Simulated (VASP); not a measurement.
Calculation: PBE GGA, VASP's PBE PAW potentials (set 64) (plane waves; VASP 6.6.1).

VASP input:

File KPOINTS:
```
Automatic
0
Gamma
 5 5 5
0 0 0
```

### INCAR
```
# general
SYSTEM  = V
PREC    = Accurate
ENCUT   = 400
LREAL   = .FALSE.
LASPH   = .TRUE.

# electronic loop
EDIFF   = 1E-6
NELM    = 100
ALGO    = Normal
LMAXMIX = 4

# smearing
ISMEAR  = 1
SIGMA   = 0.1

# functional
GGA     = PE

# ions
ISIF    = 2

# output
LWAVE   = .FALSE.
LCHARG  = .FALSE.
```

**POSCAR**
```
V
1
   -1.5453000000     1.5453000000     1.5453000000
    1.5453000000    -1.5453000000     1.5453000000
    1.5453000000     1.5453000000    -1.5453000000
V
1
Direct
  0.0000000000   0.0000000000   0.0000000000
```

POTCAR, in this order: V_sv (PBE.64 set). Program: vasp_std.

Gaps are read on the run's mesh, which can miss a band edge.

**Question.** What does the run give for the energy per atom (σ→0), pressure, band gap (on the k-mesh)?

**Answer.** 
```json
{
  "energy per atom (σ→0)": "-8.898 eV/atom",
  "band gap (on the k-mesh)": "none (metal, semimetal or under 0.01 eV)",
  "pressure": "-14.08 GPa"
}
```

### OSZICAR
```
...
DAV:   5    -0.104731872687E+02   -0.74918E-04   -0.74916E-04   210   0.396E-01    0.162E+01
DAV:   6    -0.892829397155E+01    0.15449E+01   -0.68404E+00   202   0.376E+01    0.139E+00
DAV:   7    -0.890882710321E+01    0.19467E-01   -0.32047E-02   200   0.300E+00    0.797E-01
DAV:   8    -0.889892218458E+01    0.99049E-02   -0.73428E-03   202   0.137E+00    0.523E-02
DAV:   9    -0.889896927063E+01   -0.47086E-04   -0.67572E-05   198   0.124E-01    0.285E-02
DAV:  10    -0.889897465775E+01   -0.53871E-05   -0.59523E-06   204   0.269E-02    0.262E-03
DAV:  11    -0.889897440361E+01    0.25415E-06   -0.20798E-07   100   0.659E-03
   1 F= -.88989744E+01 E0= -.88981050E+01  d E =-.260835E-02
```

The compound is V in the bcc structure. The cell was not relaxed at this level. The k-mesh is coarse (spacing up to 0.58 per Å, 2π included), so the numbers may not be converged in it. The run is one of a series of settings (KPOINTS 5×5×5 Γ-centred mesh against the base run), some of them coarse on purpose. The run is not spin-polarised, so no magnetic state was tried.
